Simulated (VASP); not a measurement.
Computed with PW91 GGA, VASP's PBE PAW potentials (set 64) (plane waves; VASP 6.6.1).

Input for VASP

File POSCAR:
```
MgH2
1
    4.4144865263     0.0000000000     0.0000000000
    0.0000000000     4.4144865263     0.0000000000
    0.0000000000     0.0000000000     2.9453378125
Mg H
2 4
Direct
  0.0000000000   0.0000000000   0.0000000000
  0.5000000000   0.5000000000   0.5000000000
  0.3042467021   0.3042467021   1.0000000000
  0.8042467021   0.1957532979   0.5000000000
  0.1957532979   0.8042467021   0.5000000000
  0.6957532979   0.6957532979   0.0000000000
```

**INCAR**
```
NELM = 100   # most electronic steps
ALGO = Normal   # blocked Davidson
LREAL = .False.
EDIFF = 1E-7
LASPH = .True.   # aspherical one-centre terms
LCHARG = .False.
EDIFFG = -0.01   # ionic stop
LWAVE = .False.
IBRION = 2   # conjugate gradients
ENCUT = 520   # plane-wave cut-off (eV)
SIGMA = 0.05
ISIF = 4
ISMEAR = 0   # Gaussian
SYSTEM = MgH2
NSW = 30   # most ionic steps
PREC = Accurate
GGA = 91
```

### KPOINTS
```
Automatic mesh
0
Gamma
5 5 7
0 0 0
```

POTCAR, in this order: Mg H (PBE.64 set). Program: vasp_std.

Output

### OUTCAR
```
 ion  position               nearest neighbor table
   1  0.000  0.000  0.000-   3 1.90   6 1.90   5 1.91   4 1.91   4 1.91   5 1.91   2 3.45   2 3.45
                             2 3.45   2 3.45   2 3.45   2 3.45   2 3.45   2 3.45
   2  0.500  0.500  0.500-   4 1.90   5 1.90   3 1.91   6 1.91   3 1.91   6 1.91   1 3.45   1 3.45
                             1 3.45   1 3.45   1 3.45   1 3.45   1 3.45   1 3.45
   3  0.304  0.304  0.000-   1 1.90   2 1.91   2 1.91
   4  0.804  0.196  0.500-   2 1.90   1 1.91   1 1.91
   5  0.196  0.804  0.500-   2 1.90   1 1.91   1 1.91
   6  0.696  0.696  0.000-   1 1.90   2 1.91   2 1.91
  LATTYP: Found a simple tetragonal cell.
 ALAT       =     4.4144865263
 C/A-ratio  =     0.6671982789
 Subroutine PRICEL returns:
 Original cell was already a primitive cell.
 Subroutine GETGRP returns: Found 16 space group operations
The static configuration has the point symmetry D_2h.
 The point group associated with its full space group is D_4h.
The dynamic configuration has the point symmetry D_2h.
 Subroutine INISYM returns: Found 16 space group operations
 Subroutine IBZKPT returns following result:
 Found     24 irreducible k-points:

 Following reciprocal coordinates:
            Coordinates               Weight
  0.000000  0.000000  0.000000      1.000000
  0.200000  0.000000  0.000000      4.000000
  0.400000  0.000000  0.000000      4.000000
  0.200000  0.200000  0.000000      4.000000
  0.400000  0.200000  0.000000      8.000000
  0.400000  0.400000  0.000000      4.000000
  0.000000  0.000000  0.142857      2.000000
  0.200000  0.000000  0.142857      8.000000
  0.400000  0.000000  0.142857      8.000000
  0.200000  0.200000  0.142857      8.000000
  0.400000  0.200000  0.142857     16.000000
  0.400000  0.400000  0.142857      8.000000
  0.000000  0.000000  0.285714      2.000000
  0.200000  0.000000  0.285714      8.000000
  0.400000  0.000000  0.285714      8.000000
  0.200000  0.200000  0.285714      8.000000
  0.400000  0.200000  0.285714     16.000000
  0.400000  0.400000  0.285714      8.000000
  0.000000  0.000000  0.428571      2.000000
  0.200000  0.000000  0.428571      8.000000
  0.400000  0.000000  0.428571      8.000000
  0.200000  0.200000  0.428571      8.000000
  0.400000  0.200000  0.428571     16.000000
  0.400000  0.400000  0.428571      8.000000
   k-points           NKPTS =     24   k-points in BZ     NKDIM =     24   number of bands    NBANDS=      8
   number of dos      NEDOS =    301   number of ions     NIONS =      6
   total plane-waves  NPLWV =  31104
   dimension x,y,z NGX =    36 NGY =   36 NGZ =   24
   dimension x,y,z NGXF=    72 NGYF=   72 NGZF=   48
   ions per type =               2   4
   PREC   = accura    normal or accurate (medium, high low for compatibility)
   ISTART =      0    job   : 0-new  1-cont  2-samecut
   ICHARG =      2    charge: 1-file 2-atom 10-const
   ISPIN  =      1    spin polarized calculation?
   LNONCOLLINEAR =      F non collinear calculations
   LSORBIT =      F    spin-orbit coupling
   INIWAV =      1    electr: 0-lowe 1-rand  2-diag
   ENCUT  =  520.0 eV  38.22 Ry    6.18 a.u.   8.21  8.21  5.48*2*pi/ulx,y,z
   NELM   =    100;   NELMIN=  2; NELMDL= -5     # of ELM steps
   EDIFF  = 0.1E-06   stopping-criterion for ELM
   LREAL  =      F    real-space projection
   NLSPLINE    = F    spline interpolate recip. space projectors
   LMAXMIX     =    2 max onsite mixed and CHGCAR
   VOSKOWN=      0    Vosko Wilk Nusair interpolation
   EDIFFG = -.1E-01   stopping-criterion for IOM
   NSW    =     30    number of steps for IOM
   NBLOCK =      1;   KBLOCK =     30    inner block; outer block
   IBRION =      2    ionic relax: 0-MD 1-quasi-New 2-CG
   NFREE  =      1    steps in history (QN), initial steepest desc. (CG)
   ISIF   =      4    stress and relaxation
   ISYM   =      2    0-nonsym 1-usesym 2-fastsym
...
```

**OSZICAR**
```
       N       E                     dE             d eps       ncg     rms          rms(c)
DAV:   1     0.460894609434E+01    0.46089E+01   -0.33094E+03   384   0.773E+02
DAV:   2    -0.184017360913E+02   -0.23011E+02   -0.21760E+02   496   0.884E+01
DAV:   3    -0.191432900779E+02   -0.74155E+00   -0.74155E+00   520   0.227E+01
DAV:   4    -0.191447245562E+02   -0.14345E-02   -0.14345E-02   528   0.997E-01
DAV:   5    -0.191447322608E+02   -0.77047E-05   -0.77047E-05   536   0.565E-02    0.679E+00
DAV:   6    -0.181832054006E+02    0.96153E+00   -0.73464E-01   400   0.519E+00    0.351E+00
DAV:   7    -0.178361696112E+02    0.34704E+00   -0.10122E+00   400   0.657E+00    0.494E-01
DAV:   8    -0.178436200382E+02   -0.74504E-02   -0.16486E-02   464   0.101E+00    0.106E-01
DAV:   9    -0.178433559430E+02    0.26410E-03   -0.80693E-04   520   0.197E-01    0.167E-02
DAV:  10    -0.178433667250E+02   -0.10782E-04   -0.26957E-05   496   0.454E-02    0.104E-02
DAV:  11    -0.178433653051E+02    0.14198E-05   -0.63937E-06   472   0.134E-02    0.171E-03
DAV:  12    -0.178433652869E+02    0.18223E-07   -0.16118E-07   424   0.319E-03
   1 F= -.17843365E+02 E0= -.17843365E+02  d E =-.178434E+02
       N       E                     dE             d eps       ncg     rms          rms(c)
DAV:   1    -0.178443488459E+02   -0.98354E-03   -0.77432E-03   488   0.669E-01    0.384E-02
DAV:   2    -0.178443428292E+02    0.60167E-05   -0.48631E-05   416   0.610E-02    0.236E-02
DAV:   3    -0.178443393761E+02    0.34530E-05   -0.25280E-05   448   0.310E-02    0.243E-03
DAV:   4    -0.178443395198E+02   -0.14367E-06   -0.47965E-07   456   0.564E-03    0.119E-03
DAV:   5    -0.178443396091E+02   -0.89277E-07   -0.58228E-08   272   0.174E-03
   2 F= -.17844340E+02 E0= -.17844340E+02  d E =-.974322E-03
       N       E                     dE             d eps       ncg     rms          rms(c)
DAV:   1    -0.178452214738E+02   -0.88195E-03   -0.34723E-02   504   0.142E+00    0.812E-02
DAV:   2    -0.178451960896E+02    0.25384E-04   -0.21337E-04   400   0.128E-01    0.500E-02
DAV:   3    -0.178451825052E+02    0.13584E-04   -0.11180E-04   464   0.654E-02    0.512E-03
DAV:   4    -0.178451830410E+02   -0.53577E-06   -0.21498E-06   408   0.119E-02    0.236E-03
DAV:   5    -0.178451833366E+02   -0.29564E-06   -0.22773E-07   472   0.348E-03    0.244E-04
DAV:   6    -0.178451833419E+02   -0.52614E-08   -0.53443E-09   192   0.637E-04
   3 F= -.17845183E+02 E0= -.17845183E+02  d E =-.181805E-02
       N       E                     dE             d eps       ncg     rms          rms(c)
DAV:   1    -0.178452557832E+02   -0.72447E-04   -0.19820E-03   384   0.429E-01    0.120E-02
DAV:   2    -0.178452550673E+02    0.71593E-06   -0.11548E-05   424   0.327E-02    0.706E-03
DAV:   3    -0.178452543342E+02    0.73312E-06   -0.19512E-06   504   0.792E-03    0.474E-04
DAV:   4    -0.178452543356E+02   -0.13614E-08   -0.25990E-08   232   0.142E-03
   4 F= -.17845254E+02 E0= -.17845254E+02  d E =-.709937E-04
```

**OUTCAR**
```
------------------------ aborting loop because EDIFF is reached ----------------------------------------
  FORCE on cell =-STRESS in cart. coord.  units (eV):
  Direction    XX          YY          ZZ          XY          YZ          ZX
  --------------------------------------------------------------------------------------
  Total        1.1480472      1.1480472      1.1648056      0.0000000      0.0000000      0.0000000
  in kB       32.0460728     32.0460728     32.5138610      0.0000000      0.0000000      0.0000000
  external PRESSURE =      32.2020022 kB  Pullay stress =       0.0000000 kB
  volume of cell :       57.40
      direct lattice vectors                 reciprocal lattice vectors
     4.396908214 -0.000000000  0.000000000     0.227432539  0.000000000  0.000000000
    -0.000000000  4.396908214  0.000000000     0.000000000  0.227432539  0.000000000
     0.000000000  0.000000000  2.968935103     0.000000000  0.000000000  0.336821104
 POSITION                                       TOTAL-FORCE (eV/Angst)
 -----------------------------------------------------------------------------------
      4.39691      4.39691      0.00000         0.000000      0.000000      0.000000
      2.19845      2.19845      1.48447         0.000000      0.000000      0.000000
      1.33703      1.33703      2.96894         0.007028      0.007028      0.000000
      3.53548      0.86143      1.48447         0.007028     -0.007028     -0.000000
      0.86143      3.53548      1.48447        -0.007028      0.007028      0.000000
      3.05988      3.05988      0.00000        -0.007028     -0.007028     -0.000000
 -----------------------------------------------------------------------------------
    total drift:                               -0.000000     -0.000000     -0.000000
  FREE ENERGIE OF THE ION-ELECTRON SYSTEM (eV)
  ---------------------------------------------------
  free  energy   TOTEN  =       -17.8452543356 eV

  energy  without entropy=      -17.8452543356  energy(sigma->0) =      -17.84525434

 reached required accuracy - stopping structural energy minimisation
```
(Selected blocks of OUTCAR.)

### CONTCAR
```
MgH2
   1.00000000000000
     4.3969082140419413   -0.0000000000000000    0.0000000000000000
    -0.0000000000000000    4.3969082140419413    0.0000000000000000
     0.0000000000000000    0.0000000000000000    2.9689351033726812
  Mg              H
     2     4
Direct
     1.0000000000000000    1.0000000000000000    0.0000000000000000
     0.5000000000000000    0.5000000000000000    0.5000000000000000
     0.3040834032603820    0.3040834032603820    1.0000000000000000
     0.8040834032603821    0.1959165967396180    0.5000000000000000
     0.1959165967396180    0.8040834032603821    0.5000000000000000
     0.6959165967396179    0.6959165967396179    0.0000000000000000
```

OUTCAR:
```
 val. band max:       -0.3767569226   @ k =   0.2000   0.0000   0.0000

 cond. band min:       3.6386616848   @ k =   0.4000   0.4000   0.4286


 Fermi energy:        -0.1213116447

 k-point     1 :       0.0000    0.0000    0.0000
  band No.  band energies     occupation
      1      -7.1101      2.00000
      2      -1.8565      2.00000
      3      -1.8565      2.00000
      4      -0.7503      2.00000
      5       4.3500      0.00000
      6       4.9828      0.00000
      7       9.2560      0.00000
      8       9.2560      0.00000

 k-point     2 :       0.2000    0.0000    0.0000
  band No.  band energies     occupation
      1      -6.8304      2.00000
      2      -3.0531      2.00000
      3      -1.6725      2.00000
      4      -0.3768      2.00000
      5       4.5564      0.00000
      6       5.7309      0.00000
      7       7.5915      0.00000
      8       9.8828      0.00000

 k-point     3 :       0.4000    0.0000    0.0000
  band No.  band energies     occupation
      1      -6.0059      2.00000
      2      -4.6922      2.00000
      3      -1.1758      2.00000
      4      -0.5854      2.00000
      5       4.7625      0.00000
      6       5.8260      0.00000
      7       8.4515      0.00000
      8      11.1263      0.00000

 k-point     4 :       0.2000    0.2000    0.0000
  band No.  band energies     occupation
      1      -6.5544      2.00000
      2      -3.1103      2.00000
      3      -2.4551      2.00000
      4      -0.4225      2.00000
      5       5.2883      0.00000
      6       5.8969      0.00000
      7       8.0346      0.00000
      8       9.8439      0.00000

 k-point     5 :       0.4000    0.2000    0.0000
  band No.  band energies     occupation
      1      -5.7430      2.00000
      2      -4.4657      2.00000
      3      -2.0538      2.00000
      4      -1.1668      2.00000
      5       5.7977      0.00000
      6       6.7284      0.00000
      7       8.7856      0.00000
...
```

The compound is MgH2 in the rutile structure. This cell is one point of a volume scan, at 0.94 of the reference volume. Symmetry was kept, so distortions that lower it aren't found.
